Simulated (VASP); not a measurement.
# NbSi2 with PBE: from relaxation to properties, part 4 of 5

What structure does NbSi2 take at this level, and what are its properties? The start is a cell from a database of measured crystal structures.

VASP 6.6.1; PBE; plane waves and PAW (Nb_sv, Si).

Still holding for the runs below: This run has no spin polarisation. Its electron count is odd, so without a moment it is a metal by construction. The k-mesh is coarse for a metal.

So far. Step 7 (Volume scan with PBE, volume scale 0.96): The run ends at a pressure of 7.88 GPa, with forces up to 0.0031 eV/Å.

## (8) Volume scan with PBE, volume scale 0.98

INCAR reads:

```
SYSTEM = NbSi2
PREC = Accurate
ENCUT = 400
EDIFF = 1E-06
NELM = 100
ISMEAR = 0
SIGMA = 0.05
LREAL = .FALSE.
ALGO = Normal
GGA = PE
NBANDS = 40
LASPH = .TRUE.
LORBIT = 11
LWAVE = .FALSE.
LCHARG = .FALSE.
KPAR = 8
ISIF = 2
```

POSCAR reads:

```
NbSi2
1.0
    4.7867465433      0.0000000000      0.0000000000
   -2.3933732717      4.1454441080      0.0000000000
    0.0000000000      0.0000000000      6.5413286235
Nb Si
3 6
Direct
    0.5000000000      0.0000000000      0.5000000000
    0.5000000000      0.5000000000      0.8333333333
    0.0000000000      0.5000000000      0.1666666667
    0.1587635004      0.3175270008      0.5000000000
    0.8412364996      0.1587635004      0.8333333333
    0.6824729992      0.8412364996      0.1666666667
    0.8412364996      0.6824729992      0.5000000000
    0.1587635004      0.8412364996      0.8333333333
    0.3175270008      0.1587635004      0.1666666667
```

KPOINTS reads:

```
Automatic mesh
0
Gamma
5 5 3
0 0 0
```

Potentials, in the order of the species: Nb_sv and Si (PBE family, release 64).

On the command line:

```
$ mpirun -np 8 vasp_std
```

The program printed:

```text
[... set-up lines as in an earlier step ...]
 entering main loop
       N       E                     dE             d eps       ncg     rms          rms(c)
DAV:   1     0.448414004020E+03    0.44841E+03   -0.27412E+04   816   0.124E+03
DAV:   2    -0.293577878870E+02   -0.47777E+03   -0.45953E+03  1016   0.444E+02
DAV:   3    -0.677172991586E+02   -0.38360E+02   -0.37428E+02  1400   0.911E+01
DAV:   4    -0.705023309176E+02   -0.27850E+01   -0.27619E+01  1264   0.219E+01
[...]
DAV:  12    -0.681432842714E+02    0.18489E-05   -0.27539E-05  1152   0.399E-02    0.720E-03
DAV:  13    -0.681432825002E+02    0.17712E-05   -0.18219E-06   760   0.696E-03    0.348E-03
DAV:  14    -0.681432821220E+02    0.37826E-06   -0.37848E-07   640   0.419E-03
   1 F= -.68143282E+02 E0= -.68142067E+02  d E =-.243120E-02
```

Elapsed: 7.6 s, on 8 MPI ranks of Intel Xeon 6975P-C (Granite Rapids), shared host; peak memory 1.8 GiB.

Parts of OUTCAR (step 8):

```text
  Total        2.8125257      2.8125257      3.4495588     -0.0000000      0.0000000      0.0000000
  in kB       34.7159950     34.7159950     42.5791190     -0.0000000      0.0000000      0.0000000
  external PRESSURE =      37.3370363 kB  Pullay stress =       0.0000000 kB

 POSITION                                       TOTAL-FORCE (eV/Angst)
 -----------------------------------------------------------------------------------
      2.39337      0.00000      3.27066        -0.000000      0.000000     -0.000000
      1.19669      2.07272      5.45111        -0.000000      0.000000      0.000000
     -1.19669      2.07272      1.09022        -0.000000     -0.000000      0.000000
     -0.00000      1.31629      3.27066         0.000000     -0.006286     -0.000000
      3.64681      0.65815      5.45111         0.005444     -0.003143     -0.000000
      1.25343      3.48730      1.09022         0.005444      0.003143     -0.000000
      2.39337      2.82915      3.27066        -0.000000      0.006286     -0.000000
     -1.25343      3.48730      5.45111        -0.005444      0.003143     -0.000000
      1.13994      0.65815      1.09022        -0.005444     -0.003143     -0.000000
 -----------------------------------------------------------------------------------
    total drift:                               -0.000000      0.000000      0.000001

  FREE ENERGIE OF THE ION-ELECTRON SYSTEM (eV)
  ---------------------------------------------------
  free  energy   TOTEN  =       -68.1432821220 eV

  energy  without entropy=      -68.1408509207  energy(sigma->0) =      -68.14206652

[... 1 part as in an earlier step ...]

[... 2 further parts left out ...]
[key lines of the parts left out:]
E-fermi :  11.5691
```

The pressure falls from 7.88 to 3.73 GPa.

The run ends at a pressure of 3.73 GPa, with forces up to 0.0063 eV/Å.

## (9) Volume scan with PBE, volume scale 1

INCAR is that of step 8.

POSCAR, as its differences from that of step 8:

```diff
@@ -2,5 +2,5 @@
 1.0
-    4.7867465433      0.0000000000      0.0000000000
-   -2.3933732717      4.1454441080      0.0000000000
-    0.0000000000      0.0000000000      6.5413286235
+    4.8190904065      0.0000000000      0.0000000000
+   -2.4095452033      4.1734547152      0.0000000000
+    0.0000000000      0.0000000000      6.5855281306
 Nb Si
```

KPOINTS is that of step 8.

On the command line:

```
$ mpirun -np 8 vasp_std
```

The program printed:

```text
[... set-up lines as in an earlier step ...]
 entering main loop
       N       E                     dE             d eps       ncg     rms          rms(c)
DAV:   1     0.446027710398E+03    0.44603E+03   -0.27495E+04   800   0.124E+03
DAV:   2    -0.304086445229E+02   -0.47644E+03   -0.45909E+03  1000   0.439E+02
DAV:   3    -0.680494784924E+02   -0.37641E+02   -0.36947E+02  1400   0.905E+01
DAV:   4    -0.705865502179E+02   -0.25371E+01   -0.25217E+01  1232   0.215E+01
[...]
DAV:  12    -0.681797233170E+02    0.12036E-05   -0.43315E-05  1200   0.471E-02    0.778E-03
DAV:  13    -0.681797216201E+02    0.16970E-05   -0.39337E-06   888   0.990E-03    0.338E-03
DAV:  14    -0.681797213251E+02    0.29498E-06   -0.47638E-07   632   0.474E-03
   1 F= -.68179721E+02 E0= -.68178503E+02  d E =-.243666E-02
```

Run time: 7.4 s. Hardware: 8 MPI ranks; peak memory 1.8 GiB.

Parts of OUTCAR (step 9):

```text
 POSITION                                       TOTAL-FORCE (eV/Angst)
 -----------------------------------------------------------------------------------
      2.40955      0.00000      3.29276        -0.000000      0.000000      0.000000
      1.20477      2.08673      5.48794        -0.000000      0.000000      0.000000
     -1.20477      2.08673      1.09759        -0.000000      0.000000     -0.000000
     -0.00000      1.32518      3.29276         0.000000     -0.008406      0.000000
      3.67145      0.66259      5.48794         0.007280     -0.004203     -0.000000
      1.26190      3.51086      1.09759         0.007280      0.004203      0.000000
      2.40955      2.84827      3.29276        -0.000000      0.008406      0.000000
     -1.26190      3.51086      5.48794        -0.007280      0.004203      0.000000
      1.14764      0.66259      1.09759        -0.007280     -0.004203     -0.000000
 -----------------------------------------------------------------------------------
    total drift:                               -0.000000      0.000000      0.000001

  FREE ENERGIE OF THE ION-ELECTRON SYSTEM (eV)
  ---------------------------------------------------
  free  energy   TOTEN  =       -68.1797213251 eV

  energy  without entropy=      -68.1772846646  energy(sigma->0) =      -68.17850299

[... 3 parts as in an earlier step ...]

[... 1 further part left out ...]
[key lines of the parts left out:]
E-fermi :  11.2968
```

The pressure falls from 3.73 to 0.00 GPa.

The run ends at a pressure of 0.00 GPa, with forces up to 0.0084 eV/Å.

## (10) Volume scan with PBE, volume scale 1.02

INCAR is that of step 9.

POSCAR, as its differences from that of step 9:

```diff
@@ -2,5 +2,5 @@
 1.0
-    4.8190904065      0.0000000000      0.0000000000
-   -2.4095452033      4.1734547152      0.0000000000
-    0.0000000000      0.0000000000      6.5855281306
+    4.8510058426      0.0000000000      0.0000000000
+   -2.4255029214      4.2010942936      0.0000000000
+    0.0000000000      0.0000000000      6.6291421707
 Nb Si
```

KPOINTS is that of step 9.

On the command line:

```
$ mpirun -np 8 vasp_std
```

The program printed:

```text
[... set-up lines as in an earlier step ...]
 entering main loop
       N       E                     dE             d eps       ncg     rms          rms(c)
DAV:   1     0.447891533389E+03    0.44789E+03   -0.27358E+04   800   0.123E+03
DAV:   2    -0.302544076480E+02   -0.47815E+03   -0.46253E+03  1016   0.442E+02
DAV:   3    -0.681670386595E+02   -0.37913E+02   -0.37067E+02  1400   0.904E+01
DAV:   4    -0.706534380726E+02   -0.24864E+01   -0.24676E+01  1264   0.213E+01
[...]
DAV:  12    -0.681572974566E+02    0.85997E-06   -0.50547E-05  1208   0.516E-02    0.835E-03
DAV:  13    -0.681572960109E+02    0.14457E-05   -0.36968E-06   888   0.103E-02    0.363E-03
DAV:  14    -0.681572955126E+02    0.49830E-06   -0.53644E-07   640   0.512E-03
   1 F= -.68157296E+02 E0= -.68156072E+02  d E =-.244785E-02
```

It took 7.4 s on 8 MPI ranks; peak memory 1.8 GiB.

From OUTCAR (step 10):

```text
  Total       -2.6505787     -2.6505787     -3.1727495      0.0000000      0.0000000      0.0000000
  in kB      -31.4340054    -31.4340054    -37.6265856      0.0000000      0.0000000      0.0000000
  external PRESSURE =     -33.4981988 kB  Pullay stress =       0.0000000 kB

 POSITION                                       TOTAL-FORCE (eV/Angst)
 -----------------------------------------------------------------------------------
      2.42550      0.00000      3.31457        -0.000000      0.000000      0.000000
      1.21275      2.10055      5.52429         0.000000      0.000000     -0.000000
     -1.21275      2.10055      1.10486        -0.000000      0.000000     -0.000000
     -0.00000      1.33396      3.31457         0.000000     -0.009686      0.000000
      3.69576      0.66698      5.52429         0.008389     -0.004843      0.000000
      1.27026      3.53411      1.10486         0.008389      0.004843      0.000000
      2.42550      2.86713      3.31457        -0.000000      0.009686      0.000000
     -1.27026      3.53411      5.52429        -0.008389      0.004843      0.000000
      1.15524      0.66698      1.10486        -0.008389     -0.004843      0.000000
 -----------------------------------------------------------------------------------
    total drift:                               -0.000000      0.000000      0.000001

  FREE ENERGIE OF THE ION-ELECTRON SYSTEM (eV)
  ---------------------------------------------------
  free  energy   TOTEN  =       -68.1572955126 eV

  energy  without entropy=      -68.1548476647  energy(sigma->0) =      -68.15607159

[... 1 part as in an earlier step ...]

[... 2 further parts left out ...]
[key lines of the parts left out:]
E-fermi :  11.0333
```

The pressure falls from 0.00 to -3.35 GPa.

The run ends at a pressure of -3.35 GPa, with forces up to 0.0097 eV/Å.

## (11) Volume scan with PBE, volume scale 1.04

INCAR is that of step 10.

POSCAR, as its differences from that of step 10:

```diff
@@ -2,5 +2,5 @@
 1.0
-    4.8510058426      0.0000000000      0.0000000000
-   -2.4255029214      4.2010942936      0.0000000000
-    0.0000000000      0.0000000000      6.6291421707
+    4.8825067632      0.0000000000      0.0000000000
+   -2.4412533817      4.2283748911      0.0000000000
+    0.0000000000      0.0000000000      6.6721897546
 Nb Si
```

KPOINTS is that of step 10.

On the command line:

```
$ mpirun -np 8 vasp_std
```

The program printed:

```text
[... set-up lines as in an earlier step ...]
 entering main loop
       N       E                     dE             d eps       ncg     rms          rms(c)
DAV:   1     0.449933747878E+03    0.44993E+03   -0.27172E+04   816   0.123E+03
DAV:   2    -0.300252429400E+02   -0.47996E+03   -0.46383E+03  1032   0.438E+02
DAV:   3    -0.679365863991E+02   -0.37911E+02   -0.37097E+02  1392   0.907E+01
DAV:   4    -0.706656133241E+02   -0.27290E+01   -0.27134E+01  1264   0.222E+01
[...]
DAV:  12    -0.680821604989E+02    0.87889E-06   -0.48797E-05  1200   0.503E-02    0.813E-03
DAV:  13    -0.680821594096E+02    0.10892E-05   -0.31058E-06   856   0.918E-03    0.359E-03
DAV:  14    -0.680821588450E+02    0.56460E-06   -0.47712E-07   640   0.502E-03
   1 F= -.68082159E+02 E0= -.68080928E+02  d E =-.246215E-02
```

The job ended after 7.8 s (8 MPI ranks; peak memory 1.8 GiB).

Parts of OUTCAR (step 11):

```text
  Total       -5.1166957     -5.1166957     -6.1749847      0.0000000      0.0000000      0.0000000
  in kB      -59.5134933    -59.5134933    -71.8227021      0.0000000      0.0000000      0.0000000
  external PRESSURE =     -63.6165629 kB  Pullay stress =       0.0000000 kB

 POSITION                                       TOTAL-FORCE (eV/Angst)
 -----------------------------------------------------------------------------------
      2.44125      0.00000      3.33609        -0.000000      0.000000     -0.000000
      1.22063      2.11419      5.56016        -0.000000     -0.000000      0.000000
     -1.22063      2.11419      1.11203        -0.000000      0.000000      0.000000
     -0.00000      1.34262      3.33609         0.000000     -0.010226     -0.000000
      3.71976      0.67131      5.56016         0.008856     -0.005113     -0.000000
      1.27851      3.55706      1.11203         0.008856      0.005113      0.000000
      2.44125      2.88575      3.33609        -0.000000      0.010226     -0.000000
     -1.27851      3.55706      5.56016        -0.008856      0.005113     -0.000000
      1.16275      0.67131      1.11203        -0.008856     -0.005113     -0.000000
 -----------------------------------------------------------------------------------
    total drift:                               -0.000000      0.000000      0.000001

  FREE ENERGIE OF THE ION-ELECTRON SYSTEM (eV)
  ---------------------------------------------------
  free  energy   TOTEN  =       -68.0821588450 eV

  energy  without entropy=      -68.0796966934  energy(sigma->0) =      -68.08092777

[... 1 part as in an earlier step ...]

[... 2 further parts left out ...]
[key lines of the parts left out:]
E-fermi :  10.7782
```

The pressure falls from -3.35 to -6.36 GPa.

The run ends at a pressure of -6.36 GPa, with forces up to 0.010 eV/Å.

## (12) Volume scan with PBE, volume scale 1.06

A prediction first. A parabola through the 6 pressures of evenly scaled cells so far, P = -0.01 -177.4 t +397 t² GPa with t = ln(V/V₁) and V₁ the volume at scale 1, gives -8.99 GPa at t = +0.0583.

INCAR is that of step 11.

POSCAR, as its differences from that of step 11:

```diff
@@ -2,5 +2,5 @@
 1.0
-    4.8825067632      0.0000000000      0.0000000000
-   -2.4412533817      4.2283748911      0.0000000000
-    0.0000000000      0.0000000000      6.6721897546
+    4.9136063709      0.0000000000      0.0000000000
+   -2.4568031855      4.2553079414      0.0000000000
+    0.0000000000      0.0000000000      6.7146889244
 Nb Si
```

KPOINTS is that of step 11.

On the command line:

```
$ mpirun -np 8 vasp_std
```

The program printed:

```text
[... set-up lines as in an earlier step ...]
 entering main loop
       N       E                     dE             d eps       ncg     rms          rms(c)
DAV:   1     0.432144033406E+03    0.43214E+03   -0.27315E+04   816   0.123E+03
DAV:   2    -0.306767445122E+02   -0.46282E+03   -0.44554E+03  1008   0.431E+02
DAV:   3    -0.681106341834E+02   -0.37434E+02   -0.36633E+02  1400   0.887E+01
DAV:   4    -0.706090092442E+02   -0.24984E+01   -0.24823E+01  1256   0.213E+01
[...]
DAV:  11    -0.679592973911E+02    0.12688E-03   -0.79636E-04  1232   0.117E-01    0.272E-02
DAV:  12    -0.679592965381E+02    0.85295E-06   -0.60130E-05  1184   0.545E-02    0.860E-03
DAV:  13    -0.679592957441E+02    0.79399E-06   -0.37252E-06   904   0.101E-02
   1 F= -.67959296E+02 E0= -.67958056E+02  d E =-.247985E-02
```

Run time: 7.2 s. Hardware: 8 MPI ranks; peak memory 1.8 GiB.

Parts of OUTCAR (step 12):

```text
  Total       -7.4256076     -7.4256076     -8.9959216      0.0000000     -0.0000000     -0.0000000
  in kB      -84.7393884    -84.7393884   -102.6594639      0.0000000     -0.0000000     -0.0000000
  external PRESSURE =     -90.7127469 kB  Pullay stress =       0.0000000 kB

 POSITION                                       TOTAL-FORCE (eV/Angst)
 -----------------------------------------------------------------------------------
      2.45680      0.00000      3.35734        -0.000000      0.000000     -0.000000
      1.22840      2.12765      5.59557        -0.000000      0.000000      0.000000
     -1.22840      2.12765      1.11911        -0.000000      0.000000     -0.000000
     -0.00000      1.35118      3.35734         0.000000     -0.010147     -0.000000
      3.74345      0.67559      5.59557         0.008788     -0.005074      0.000000
      1.28665      3.57972      1.11911         0.008788      0.005074      0.000000
      2.45680      2.90413      3.35734        -0.000000      0.010147     -0.000000
     -1.28665      3.57972      5.59557        -0.008788      0.005074      0.000000
      1.17015      0.67559      1.11911        -0.008788     -0.005074      0.000000
 -----------------------------------------------------------------------------------
    total drift:                                0.000000     -0.000000      0.000001

  FREE ENERGIE OF THE ION-ELECTRON SYSTEM (eV)
  ---------------------------------------------------
  free  energy   TOTEN  =       -67.9592957441 eV

  energy  without entropy=      -67.9568158946  energy(sigma->0) =      -67.95805582

[... 1 part as in an earlier step ...]

[... 2 further parts left out ...]
[key lines of the parts left out:]
E-fermi :  10.5312
```

The pressure falls from -6.36 to -9.07 GPa. The parabola predicted -8.99 GPa, +0.08 GPa off.

## (13) Comparing the runs

Times are for 8 MPI ranks of Intel Xeon 6975P-C (Granite Rapids), shared host. Results by setting:

| no. | volume scale | energy above the lowest point (meV/atom) | pressure (GPa) | time | memory (GiB) |
| --- | --- | --- | --- | --- | --- |
| 1 | 0.94 | 34.64 | 12.50 | 6.8 s | 1.7 |
| 2 | 0.96 | 15.3 | 7.880 | 7 s | 1.7 |
| 3 | 0.98 | 4.05 | 3.734 | 7.6 s | 1.8 |
| 4 | 1 | 0 | 0.001397 | 7.4 s | 1.8 |
| 5 | 1.02 | 2.49 | -3.350 | 7.4 s | 1.8 |
| 6 | 1.04 | 10.84 | -6.362 | 7.8 s | 1.8 |
| 7 | 1.06 | 24.49 | -9.071 | 7.2 s | 1.8 |

## (14) Fit for PBE

This step: Birch-Murnaghan fit, PBE; plane waves and PAW (VASP 6.6.1).

Derived from the runs above.

Numbers from this step:

```
pressure derivative of the bulk modulus : 4.256
r.m.s. error of the fit                 : 7.03e-6 eV/atom
minimum inside the sampled range        : yes
bulk modulus                            : 175.7 GPa
equilibrium volume of the fit           : 14.75 Å³/atom
```

Table of energy above the fitted minimum by volume:

| volume (Å³/atom) | energy above the fitted minimum (eV/atom) |
| --- | --- |
| 13.834 | 0.0347 |
| 14.128 | 0.0153 |
| 14.422 | 0.00408 |
| 14.717 | 3.0e-5 |
| 15.011 | 0.00252 |
| 15.305 | 0.0109 |
| 15.600 | 0.0245 |

The fitted volume lies +0.20 % from the relaxed one. At a finite cutoff and mesh the minimum of the energy and the zero of the stress don't quite coincide, and the relaxation stops at a threshold.

(Continued in part 5 of 5.)

[Lines on the potential files, build, host, timing and source positions are cut from VASP's logs without a mark.]

[Logs are printed without paths, hosts, clocks, repeated set-up lines and the standing remarks that a program may print on its own settings, such as how far it seeks lower states.]

[Hosts, paths, dates, database ids (printed as entryN), source tags and the programs' standing remarks are cut or masked in the printed files.]

[A measured line is paired with the nearest computed mode of its activity, which favours agreement.]
